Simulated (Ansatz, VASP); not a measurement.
# Cross-check of BeSi between VASP and Ansatz

One calculation is typed for both programs; each brings its own data sets. How far apart do they land? The cell is generated by rule, not measured, and may not be a known phase. The cell is taken from a series of runs on this material, whose earlier steps may have relaxed, scaled, displaced or heated it; both programs get it as it stands.

Method: plane waves, with VASP 6.6.1 beside it; zone-centre phonons at PBEsol, in Ansatz 0.2.0.

The structure was built from a prototype and need not be the compound's stable phase.

**1. The structure**

It takes space group Cmcm (No. 63, orthorhombic). The conventional cell has a = 3.355 Å, b = 8.007 Å, c = 3.413 Å, α = 90.00°, β = 90.00°, γ = 90.00°. Nearest to Be lie 2 Be at 2.12 Å and 7 Si at 2.30 to 2.44 Å. Nearest to Si lie 7 Be at 2.30 to 2.44 Å. Farther neighbours are not listed.

**2. Ansatz: zone-centre phonons, PBEsol**

Ansatz runs on its default PAW (the set named soft_2) files.

Second derivatives magnify differences that forces hide, and they need a tight electronic threshold.

Contents of input.yaml:

```yaml
crystal:
  lattice:
    - [1.6777020349, -4.0037185902, 0.0]
    - [1.6777020349, 4.0037185902, 0.0]
    - [0.0, 0.0, 3.4132788551]
  atoms:
    - { symbol: Be, position: [0.9219348667, 0.0780651333, 0.25] }
    - { symbol: Be, position: [0.0780651333, 0.9219348667, 0.75] }
    - { symbol: Si, position: [0.6346908831, 0.3653091169, 0.25] }
    - { symbol: Si, position: [0.3653091169, 0.6346908831, 0.75] }
kpoints:
  mp_grid: { grid: [12, 12, 12] }
hamiltonian:
  xc: pbesol
scf:
  occupations: { method: methfessel_paxton, width: 0.15 }
output:
  eigenvalues: true
phonons:
  method: dfpt
```

On the command line:

```console
ansatz run input.yaml --threads 8 --pin off --max-ram 14336MiB --backend cpu --events-out ev --progress --plain --runs-dir out
```

Numbers of over 12 decimals in the logs are rounded to 6 here.

The log of the run:

```text
zone centre: on kpoints.mp_grid the ground state, and the responses unless they are solved on pairs of k-points, stand on 301 of the mesh's 1728 k-points, reduced under 4 symmetry operations, with k and −k counted as one. Each operation leaves every solved displacement unchanged or reverses it
Engine: ansatz 0.2.0, aarch64-unknown-linux-gnu
Pseudopotentials: kind: paw
Pseudopotential: Be, paw, valence charge 2, recommended cutoff 420 eV (normal), Be.paw.azcp
Pseudopotential: Si, paw, valence charge 4, recommended cutoff 420 eV (normal), Si.paw.azcp
Functional definition: PBEsol
  exchange = pbesol_x
  correlation = pbesol_c
Crystal: 4 atoms, lattice volume = 45.854 Å³
Basis set: ecut = 420 eV, 915 PW (Γ), exchange–correlation on 60×60×48 points (8 copies of the dense FFT grid, shifted against one another)
Bands: 10, of which v1, the nominal top of the filled ones, is band 6 counted from 1 (5 counted from 0)
Symmetry: 8 space group operations
k-points: 301 of 1728 (irreducible under 4 space group operations, time reversal used)
Non-local potential: Be, projectors of the file, l = 0: 2, l = 1: 2, l = 2: 1
Non-local potential: Si, projectors of the file, l = 0: 2, l = 1: 2, l = 2: 2
PAW form: soft (Blöchl's): semilocal exchange-correlation on the pseudo side does not see the compensation charge
PAW frozen core: Be, regenerated for the run's functional, and the local potential with it (the file was generated under x = pbe(κ = 0.804, μ = 0.219515), c = pbe(β = 0.066725))
PAW frozen core: Si, regenerated for the run's functional, and the local potential with it (the file was generated under x = pbe(κ = 0.804, μ = 0.219515), c = pbe(β = 0.066725))
PAW one-centre angular grid: Be, 110 points (default); XC on 64 Gauss nodes
PAW one-centre angular grid: Si, 110 points (default); XC on 64 Gauss nodes
Initial density: superposition of atomic densities (neutral atoms: chi_scale 0, normalization atom), corrected by the library's trained network
Initial wavefunctions: pseudopotential atomic-orbital guess
Functional: x = pbesol(κ = 0.804, μ = 0.123457), c = pbesol(β = 0.046)
SCF iter   1: F=—  HF=-1422.593591 eV  |F-HF|=—  |Δ(HF+E_count)|=         —  Δρ=2.51e-3  dr2=3.29e-3  ethr=1.77e-3  ⟨swp⟩=5.0  Hψ=21776  notcnv=0
preconditioner: auto → none  [metal: Δε(μ)=0.037 eV  Ē_g=8.384 eV  σ=0.150 eV  W_gap=0.20  n_scr=8 (ndim 8)  ℏωp=19.0 eV  f_vac=0.000  D(μ)=1.02/eV (n_scr^D=4)  sad-step TF]
SCF iter   2: F=—  HF=-1422.592955 eV  |F-HF|=—  |Δ(HF+E_count)|=   6.36e-4  S|Δr|=    0.00e0  Δρ=1.54e-3  dr2=1.27e-3  ethr=2.74e-5  ⟨swp⟩=1.1  Hψ=5560  notcnv=0
SCF iter   3: F=—  HF=-1422.592567 eV  |F-HF|=—  |Δ(HF+E_count)|=   3.87e-4  S|Δr|=    0.00e0  Δρ=3.56e-4  dr2=1.14e-4  ethr=1.06e-5  ⟨swp⟩=2.6  Hψ=4819  notcnv=0
SCF iter   4: F=—  HF=-1422.592528 eV  |F-HF|=—  |Δ(HF+E_count)|=   3.92e-5  S|Δr|=    0.00e0  Δρ=1.11e-4  dr2=6.31e-6  ethr=9.48e-7  ⟨swp⟩=2.5  Hψ=4793  notcnv=0
SCF iter   5: F=—  HF=-1422.592527 eV  |F-HF|=—  |Δ(HF+E_count)|=   1.15e-6  S|Δr|=    0.00e0  Δρ=3.78e-5  dr2=1.39e-6  ethr=5.26e-8  ⟨swp⟩=2.1  Hψ=4725  notcnv=0
SCF iter   6: F=—  HF=-1422.592527 eV  |F-HF|=—  |Δ(HF+E_count)|=   5.46e-7  S|Δr|=    0.00e0  Δρ=1.95e-5  dr2=2.86e-7  ethr=1.16e-8  ⟨swp⟩=2.6  Hψ=4535  notcnv=0
SCF iter   7: F=—  HF=-1422.592527 eV  |F-HF|=—  |Δ(HF+E_count)|=   1.01e-7  S|Δr|=    0.00e0  Δρ=3.07e-6  dr2=6.14e-9  ethr=2.38e-9  ⟨swp⟩=2.6  Hψ=4833  notcnv=0
SCF iter   8: F=-1422.592527 eV  HF=-1422.592527 eV  |F-HF|=3.18e-12  |Δ(HF+E_count)|=   1.95e-9  S|Δr|=    0.00e0  Δρ=1.19e-7  dr2=5.87e-12  ethr=1.00e-12  ⟨swp⟩=5.2  Hψ=15967  notcnv=0
SCF 1 converged in 8 iterations: F = -1422.592527 eV  dr2 = 5.87e-12
  greatest PAW one-centre occupation: 0.660 electrons in one spin orbital (limit 2), on the Si atom at site 3 (counted from 0), in its partial waves of l = 0
DFPT response loops at Γ: preconditioner auto → Kerker (q_TF=auto, 2.182 Å⁻¹) (partly filled bands, converged f_vac=0.000); β = 1.00, the filter's whole step (`scf.mixing.beta` (0.50) is not read by the response loops under this deck's `scf.mixing.preconditioner`; to damp them name `kerker` or `kerker_dos`, under which they read `scf.mixing.beta`, and type it under 1.00, their step now; both keys bind the ground state too); Broyden in place of MSR1
SCF converged after 8 iterations
Stability not checked: this state was not tested for a lower state beside it, because cold or Methfessel-Paxton smearing, or corrected tetrahedra, fill the levels in a way that the test cannot read (fill_not_monotonic; see scf.lower_state_search)
Free energy (F): -1422.592527 eV
Harris-Foulkes:  -1422.592527 eV  (|F-HF|=3.18e-12)
Internal energy: -1422.592701 eV  (E = F + TS)
E sigma→0 (E₀):  -1422.592571 eV
Entropy (-TS):   0.000174 eV (0.043 meV/atom)
Fermi energy:    9.451367 eV
Step filling:    the computed levels leave a gap of 0.0273 eV = 0.2 smearing widths at the electron count; against every level under it full and every level over it empty, smearing changes F+E_penalty+E_count by +0.229 meV and its σ→0 estimate by +0.186 meV
--- Per-component energies (eV) ---
  E_band       = 47.398205
  E_kinetic    = 124.114537
  E_local      = 1.988394  (includes V_loc(G=0)·N_el)
  E_nonlocal   = 60.126164
  E_hartree    = 2.813056
  E_xc         = -150.401735
  E_vxc        = -137.561889  (∫ρ·V_xc dr)
  E_paw        = -1111.505639  (= ΣΔE_a)
  E_vpaw       = -6.895126  (= ΣTr[D̂ρ^β])
  E_aug_tail   = 0.000013  (compensation charges beyond the density's cutoff)
  E_ewald      = -349.809674
  E_core_change = 0.082184  (= ΣΔE_core)
  E_smearing   = 0.000174  (= −TS)
  E_closure    = 0.000000  (closes the sum)
  Σ components = -1422.592527   (vs F -1422.592527, Δ=0.00e0)
--- Band table (eV; the first three rows and the last of 301) ---
  k-point 0: bands = ["-3.9274", "3.9456", "4.5801", "6.1414", "7.8428", "9.5301", "9.7180", "11.2015", "11.8801", "13.9812"]
  k-point 1: bands = ["-3.8481", "4.0206", "4.3297", "5.8380", "7.9260", "9.7985", "9.9341", "11.4765", "11.7867", "13.7574"]
  k-point 2: bands = ["-3.6105", "3.4273", "4.2445", "5.7081", "8.1754", "10.0397", "10.0434", "11.4119", "12.6873", "13.3986"]
  k-point 300: bands = ["0.0899", "0.0899", "2.1282", "2.1282", "9.4616", "9.4616", "12.1653", "12.1653", "16.7321", "16.7321"]
--- Phonons (Γ-DFPT): 6 representative perturbations + reference, on 301 of 1728 k-points (Σ response iterations 18) ---
  k mesh reduced under 4 symmetry operations, with k and −k counted as one. Each operation leaves every solved displacement unchanged or reverses it
  ASR residual: 7.623e-5 → 0.000e0 eV/Å²; symmetrization residual: 1.268e-7 eV/Å²
  ASR residual per site (eV/Å²): 7.62e-5 7.62e-5 3.34e-5 3.34e-5
  Γ frequencies (cm⁻¹): 0.00 0.00 0.00 184.81 186.63 236.95 320.99 388.17 422.96 453.80 577.81 597.64
  non-analytic LO–TO correction: not included (Born effective charges unavailable; polar crystals: no LO–TO splitting at Γ)
```

In the SCF lines HF is the Harris–Foulkes energy and dr2 the Hartree energy of the density residual, in eV; the loop may stop once dr2 is under the threshold and the program's other checks hold. Hψ counts applications of the Hamiltonian.

(Part 1 of 3 ends here.)

[Lines on the potential files, build, host, timing and source positions are cut from VASP's logs without a mark.]

[Logs are printed without paths, hosts, clocks, repeated set-up lines and the standing remarks that a program may print on its own settings, such as how far it seeks lower states.]

[Hosts, paths, dates, database ids (printed as entryN), source tags and the programs' standing remarks are cut or masked in the printed files.]
